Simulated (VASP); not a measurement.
All values below come from AM05 GGA, VASP's PBE PAW potentials (set 64) (plane waves; VASP).

VASP ran on this input.

INCAR:
```
SYSTEM = MnO2
PREC = Accurate
ENCUT = 520
EDIFF = 1E-7
NELM = 100
ALGO = Normal
LREAL = .FALSE.
LASPH = .TRUE.
ISMEAR = 1
SIGMA = 0.1
GGA = AM
LMAXMIX = 4
ISPIN = 2
MAGMOM = 2.4 -2.4 -0.0 0.0 0.0 -0.0
LORBIT = 10
LWAVE = .FALSE.
LCHARG = .FALSE.
ISIF = 4
IBRION = 2
NSW = 30
EDIFFG = -0.01
```

### POSCAR
```
MnO2
1
    4.4614040396     0.0000000000     0.0000000000
    0.0000000000     4.4614040396     0.0000000000
    0.0000000000     0.0000000000     2.8870534036
Mn O
2 4
Direct
  0.0000000000   0.0000000000   0.0000000000
  0.5000000000   0.5000000000   0.5000000000
  0.3034291800   0.3034291800   0.0000000000
  0.8034291800   0.1965708200   0.5000000000
  0.1965708200   0.8034291800   0.5000000000
  0.6965708200   0.6965708200   0.0000000000
```

File KPOINTS:
```
Automatic mesh
0
Gamma
7 7 11
0 0 0
```

POTCAR, in this order: Mn_pv O (PBE.64 set). Program: vasp_std.

Output of the run:

### OSZICAR
```
       N       E                     dE             d eps       ncg     rms          rms(c)
DAV:   1     0.642590009707E+03    0.64259E+03   -0.28601E+04  7384   0.200E+03
DAV:   2     0.188594564345E+02   -0.62373E+03   -0.58844E+03  7734   0.562E+02
DAV:   3    -0.615524669130E+02   -0.80412E+02   -0.78379E+02  9024   0.191E+02
DAV:   4    -0.645782545192E+02   -0.30258E+01   -0.28533E+01  8420   0.334E+01
DAV:   5    -0.646327917781E+02   -0.54537E-01   -0.54277E-01  7536   0.522E+00    0.422E+01
DAV:   6    -0.631560251562E+02    0.14768E+01   -0.17102E+02  8926   0.120E+02    0.591E+01
DAV:   7    -0.513987780517E+02    0.11757E+02   -0.13871E+02  9430   0.124E+02    0.194E+01
DAV:   8    -0.493496510164E+02    0.20491E+01   -0.94393E+00  7592   0.291E+01    0.766E+00
DAV:   9    -0.489755377775E+02    0.37411E+00   -0.18078E+00  9588   0.135E+01    0.278E+00
DAV:  10    -0.489881125142E+02   -0.12575E-01   -0.18703E-01  7524   0.362E+00    0.155E+00
DAV:  11    -0.489808219538E+02    0.72906E-02   -0.27303E-02  7572   0.219E+00    0.433E-01
DAV:  12    -0.489811209046E+02   -0.29895E-03   -0.36298E-03  8270   0.676E-01    0.236E-01
DAV:  13    -0.489810072275E+02    0.11368E-03   -0.46562E-04  9724   0.234E-01    0.891E-02
DAV:  14    -0.489809901623E+02    0.17065E-04   -0.82736E-05  8008   0.117E-01    0.254E-02
DAV:  15    -0.489809898999E+02    0.26244E-06   -0.37162E-05  8096   0.685E-02    0.152E-02
DAV:  16    -0.489809891845E+02    0.71533E-06   -0.74728E-06  7996   0.343E-02    0.559E-03
DAV:  17    -0.489809894121E+02   -0.22752E-06   -0.83995E-07  8032   0.616E-03    0.202E-03
DAV:  18    -0.489809894308E+02   -0.18686E-07   -0.10504E-07  3618   0.247E-03
   1 F= -.48980989E+02 E0= -.48980915E+02  d E =-.489810E+02  mag=     0.0000
       N       E                     dE             d eps       ncg     rms          rms(c)
DAV:   1    -0.489994012389E+02   -0.18412E-01   -0.50352E+00  7200   0.157E+01    0.131E+00
DAV:   2    -0.489982460058E+02    0.11552E-02   -0.16994E-01  8138   0.368E+00    0.978E-01
DAV:   3    -0.489936790924E+02    0.45669E-02   -0.25196E-02 10092   0.219E+00    0.611E-01
DAV:   4    -0.489898182314E+02    0.38609E-02   -0.11273E-02  9188   0.117E+00    0.245E-01
DAV:   5    -0.489897834483E+02    0.34783E-04   -0.19957E-03  7580   0.420E-01    0.105E-01
DAV:   6    -0.489897755505E+02    0.78978E-05   -0.10086E-04  7960   0.796E-02    0.590E-02
DAV:   7    -0.489897689671E+02    0.65834E-05   -0.21420E-05  8568   0.422E-02    0.206E-02
DAV:   8    -0.489897698113E+02   -0.84427E-06   -0.57110E-06  8472   0.234E-02    0.661E-03
DAV:   9    -0.489897698370E+02   -0.25695E-07   -0.55254E-07  7568   0.757E-03
   2 F= -.48989770E+02 E0= -.48989652E+02  d E =-.878041E-02  mag=    -0.0000
       N       E                     dE             d eps       ncg     rms          rms(c)
DAV:   1    -0.489900537398E+02   -0.28393E-03   -0.67292E-02  7200   0.182E+00    0.151E-01
DAV:   2    -0.489900289664E+02    0.24773E-04   -0.21972E-03  8156   0.417E-01    0.111E-01
DAV:   3    -0.489899715998E+02    0.57367E-04   -0.32939E-04 10112   0.248E-01    0.714E-02
DAV:   4    -0.489899219551E+02    0.49645E-04   -0.15633E-04  9464   0.140E-01    0.301E-02
DAV:   5    -0.489899208566E+02    0.10984E-05   -0.27695E-05  7594   0.526E-02    0.120E-02
DAV:   6    -0.489899207574E+02    0.99270E-07   -0.15754E-06  7776   0.101E-02    0.685E-03
DAV:   7    -0.489899206525E+02    0.10483E-06   -0.25243E-07  6254   0.455E-03    0.241E-03
DAV:   8    -0.489899206534E+02   -0.87402E-09   -0.78674E-08  3606   0.271E-03
   3 F= -.48989921E+02 E0= -.48989809E+02  d E =-.893122E-02  mag=    -0.0000
```

File OUTCAR:
```
------------------------ aborting loop because EDIFF is reached ----------------------------------------
  FORCE on cell =-STRESS in cart. coord.  units (eV):
  Direction    XX          YY          ZZ          XY          YZ          ZX
  --------------------------------------------------------------------------------------
  Total       -4.2868012     -4.2868012     -4.3545341      0.0000000      0.0000000      0.0000000
  in kB     -119.5214897   -119.5214897   -121.4099703      0.0000000      0.0000000      0.0000000
  external PRESSURE =    -120.1509833 kB  Pullay stress =       0.0000000 kB
  volume of cell :       57.46
      direct lattice vectors                 reciprocal lattice vectors
     4.472763979  0.000000000  0.000000000     0.223575401  0.000000000  0.000000000
    -0.000000000  4.472763979  0.000000000    -0.000000000  0.223575401  0.000000000
     0.000000000  0.000000000  2.872406933     0.000000000  0.000000000  0.348140087
 POSITION                                       TOTAL-FORCE (eV/Angst)
 -----------------------------------------------------------------------------------
      0.00000      0.00000      0.00000        -0.000000      0.000000      0.000000
      2.23638      2.23638      1.43620         0.000000      0.000000      0.000000
      1.36531      1.36531      0.00000        -0.005170     -0.005170     -0.000000
      3.60170      0.87107      1.43620        -0.005170      0.005170      0.000000
      0.87107      3.60170      1.43620         0.005170     -0.005170     -0.000000
      3.10745      3.10745      0.00000         0.005170      0.005170      0.000000
 -----------------------------------------------------------------------------------
    total drift:                               -0.000000      0.000000      0.000000
  FREE ENERGIE OF THE ION-ELECTRON SYSTEM (eV)
  ---------------------------------------------------
  free  energy   TOTEN  =       -48.9899206534 eV

  energy  without entropy=      -48.9895854514  energy(sigma->0) =      -48.98980892

 total charge

# of ion       s       p       d       tot
------------------------------------------
    1        0.343   6.447   4.910  11.699
    2        0.343   6.447   4.910  11.699
    3        1.565   3.420   0.000   4.985
    4        1.565   3.420   0.000   4.985
    5        1.565   3.420   0.000   4.985
    6        1.565   3.420   0.000   4.985
--------------------------------------------------
tot          6.946  26.574   9.819  43.338

 magnetization (x)

# of ion       s       p       d       tot
------------------------------------------
    1        0.010   0.020   2.483   2.513
    2       -0.010  -0.020  -2.483  -2.513
    3       -0.001  -0.049   0.000  -0.049
    4        0.001   0.049   0.000   0.049
    5        0.001   0.049   0.000   0.049
    6       -0.001  -0.049   0.000  -0.049
--------------------------------------------------
tot          0.000   0.000   0.000   0.000

 reached required accuracy - stopping structural energy minimisation
```
(Selected blocks of OUTCAR.)

**CONTCAR**
```
MnO2
   1.00000000000000
     4.4727639793798959    0.0000000000000000    0.0000000000000000
    -0.0000000000000000    4.4727639793798959    0.0000000000000000
     0.0000000000000000    0.0000000000000000    2.8724069325095640
  Mn              O
     2     4
Direct
     0.0000000000000000    0.0000000000000000    0.0000000000000000
     0.5000000000000000    0.5000000000000000    0.5000000000000000
     0.3052505938209440    0.3052505938209440    0.0000000000000000
     0.8052505938209440    0.1947494061790560    0.5000000000000000
     0.1947494061790560    0.8052505938209440    0.5000000000000000
     0.6947494061790560    0.6947494061790560    0.0000000000000000
```

The compound is MnO2 in the rutile structure. This cell is one point of a volume scan, at 1.06 of the reference volume. Symmetry was kept, so distortions that lower it aren't found.
